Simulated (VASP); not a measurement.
Method: LDA (Ceperley-Alder, Perdew-Zunger), VASP's LDA PAW potentials (set 64) (plane waves; VASP 6.6.1).

Input for VASP

KPOINTS:
```
K-points
0
gamma
14 14 14
```

**POSCAR**
```
HfN
1
    0.0000000000     2.1855960135     2.1855960135
    2.1855960135     0.0000000000     2.1855960135
    2.1855960135     2.1855960135     0.0000000000
Hf N
1 1
Direct
  0.0000000000   0.0000000000   0.0000000000
  0.5000000000   0.5000000000   0.5000000000
```

**INCAR**
```
ALGO = Normal
EDIFF = 1E-7
ENCUT = 520
ISIF = 2
ISMEAR = 1
LASPH = T
LCHARG = F
LMAXMIX = 6
LREAL = F
LWAVE = F
NELM = 100
PREC = Accurate
SIGMA = 0.1
SYSTEM = HfN
```

POTCAR, in this order: Hf_pv N (LDA.64 set). Program: vasp_std.

Output of the run:

OUTCAR:
```
 ion  position               nearest neighbor table
   1  0.000  0.000  0.000-   2 2.19   2 2.19   2 2.19   2 2.19   2 2.19   2 2.19
   2  0.500  0.500  0.500-   1 2.19   1 2.19   1 2.19   1 2.19   1 2.19   1 2.19
  LATTYP: Found a face centered cubic cell.
 ALAT       =     4.3711920270
 Subroutine PRICEL returns:
 Original cell was already a primitive cell.
 Subroutine GETGRP returns: Found 48 space group operations
The static configuration has the point symmetry O_h .
The dynamic configuration has the point symmetry O_h .
 Subroutine INISYM returns: Found 48 space group operations
 Subroutine IBZKPT returns following result:
 Found    104 irreducible k-points:

 Following reciprocal coordinates:
            Coordinates               Weight
  0.000000  0.000000  0.000000      1.000000
  0.071429  0.000000  0.000000      8.000000
  0.142857  0.000000  0.000000      8.000000
  0.214286  0.000000  0.000000      8.000000
  0.285714  0.000000  0.000000      8.000000
  0.357143  0.000000  0.000000      8.000000
  0.428571  0.000000  0.000000      8.000000
  0.500000  0.000000  0.000000      4.000000
  0.071429  0.071429  0.000000      6.000000
...
```

### OSZICAR
```
       N       E                     dE             d eps       ncg     rms          rms(c)
DAV:   1     0.371128801309E+02    0.37113E+02   -0.82474E+03  2288   0.129E+03
DAV:   2    -0.248409883932E+02   -0.61954E+02   -0.58526E+02  2946   0.251E+02
DAV:   3    -0.267749529033E+02   -0.19340E+01   -0.19104E+01  2984   0.374E+01
DAV:   4    -0.267906993079E+02   -0.15746E-01   -0.15714E-01  2711   0.327E+00
DAV:   5    -0.267909211489E+02   -0.22184E-03   -0.22179E-03  2893   0.286E-01    0.616E+01
DAV:   6    -0.238715705552E+02    0.29194E+01   -0.15250E+01  2585   0.288E+01    0.503E+01
DAV:   7    -0.238036157851E+02    0.67955E-01   -0.65424E-01  2630   0.679E+00    0.284E+01
DAV:   8    -0.237842569593E+02    0.19359E-01   -0.67147E-02  2612   0.254E+00    0.430E+00
DAV:   9    -0.237796469477E+02    0.46100E-02   -0.31890E-02  2627   0.126E+00    0.161E+00
DAV:  10    -0.237791706308E+02    0.47632E-03   -0.27971E-03  2603   0.444E-01    0.305E-02
DAV:  11    -0.237791708094E+02   -0.17861E-06   -0.64525E-05  2714   0.879E-02    0.395E-02
DAV:  12    -0.237791700760E+02    0.73341E-06   -0.92455E-06  2626   0.293E-02    0.353E-02
DAV:  13    -0.237791698348E+02    0.24124E-06   -0.98330E-07  2665   0.977E-03    0.673E-03
DAV:  14    -0.237791698337E+02    0.10850E-08   -0.70572E-08  1479   0.255E-03
   1 F= -.23779170E+02 E0= -.23778995E+02  d E =-.523354E-03
```

**OUTCAR**
```
------------------------ aborting loop because EDIFF is reached ----------------------------------------
  FORCE on cell =-STRESS in cart. coord.  units (eV):
  Direction    XX          YY          ZZ          XY          YZ          ZX
  --------------------------------------------------------------------------------------
  Total        2.8416253      2.8416253      2.8416253     -0.0000000      0.0000000      0.0000000
  in kB      218.0407809    218.0407809    218.0407809     -0.0000000      0.0000000      0.0000000
  external PRESSURE =     218.0407809 kB  Pullay stress =       0.0000000 kB
  volume of cell :       20.88
      direct lattice vectors                 reciprocal lattice vectors
     0.000000000  2.185596014  2.185596014    -0.228770549  0.228770549  0.228770549
     2.185596014  0.000000000  2.185596014     0.228770549 -0.228770549  0.228770549
     2.185596014  2.185596014  0.000000000     0.228770549  0.228770549 -0.228770549
 POSITION                                       TOTAL-FORCE (eV/Angst)
 -----------------------------------------------------------------------------------
      0.00000      0.00000      0.00000         0.000000      0.000000      0.000000
      2.18560      2.18560      2.18560        -0.000000     -0.000000     -0.000000
 -----------------------------------------------------------------------------------
    total drift:                                0.000000     -0.000000     -0.000000
  FREE ENERGIE OF THE ION-ELECTRON SYSTEM (eV)
  ---------------------------------------------------
  free  energy   TOTEN  =       -23.7791698337 eV

  energy  without entropy=      -23.7786464795  energy(sigma->0) =      -23.77899538
```
(Selected blocks of OUTCAR.)

The compound is HfN in the rock salt structure. This cell is one point of a volume scan, at 0.94 of the reference volume. The electron count is odd and the run is not spin-polarised, which forces a metal.
